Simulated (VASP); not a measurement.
Input:

```
CELL_PARAMETERS angstrom
      4.31241     0.00000     0.00000
     -2.15620     3.73465     0.00000
      0.00000     0.00000     7.06683
ATOMIC_POSITIONS crystal
  Ge 0.33333 0.66667 0.99972
  Ge 0.66667 0.33333 0.49972
  Sn 0.33333 0.66667 0.37528
  Sn 0.66667 0.33333 0.87528
```

Method: PBEsol GGA, VASP's PBE PAW potentials (set 64) (plane waves; VASP). Run with 400 eV cut-off, Gaussian smearing of 0.050 eV, potentials Ge_d Sn_d.

Task: Give the energies of bands 23 to 32 at the high-symmetry points, in eV from the Fermi level.

Result: 
```json
[
 {"band": "23", "Γ": "-6.77", "M": "-7.58", "K": "-6.84", "A": "-4.33", "L": "-7.04", "H": "-7.28"},
 {"band": "24", "Γ": "-1.26", "M": "-6.09", "K": "-6.84", "A": "-4.33", "L": "-7.04", "H": "-7.28"},
 {"band": "25", "Γ": "-1.26", "M": "-3.96", "K": "-4.30", "A": "-0.69", "L": "-2.16", "H": "-3.68"},
 {"band": "26", "Γ": "-0.58", "M": "-2.67", "K": "-2.96", "A": "-0.69", "L": "-2.16", "H": "-3.68"},
 {"band": "27", "Γ": "-0.26", "M": "-2.36", "K": "-2.96", "A": "-0.69", "L": "-2.08", "H": "-1.69"},
 {"band": "28", "Γ": "0.01", "M": "-1.21", "K": "-2.71", "A": "-0.69", "L": "-2.08", "H": "-1.69"},
 {"band": "29", "Γ": "0.17", "M": "0.56", "K": "1.56", "A": "0.42", "L": "0.50", "H": "1.18"},
 {"band": "30", "Γ": "0.17", "M": "1.40", "K": "3.98", "A": "0.42", "L": "0.50", "H": "1.18"},
 {"band": "31", "Γ": "2.22", "M": "3.26", "K": "3.98", "A": "3.18", "L": "2.07", "H": "3.85"},
 {"band": "32", "Γ": "2.22", "M": "3.53", "K": "4.57", "A": "3.18", "L": "2.07", "H": "3.85"}
]
```

It has no gap at this level: it comes out as a metal or semimetal.

The structure was generated: GeSn was put into the wurtzite type (P6_3mc), which need not be its known phase. It was relaxed first, which changed the volume by +6 %.
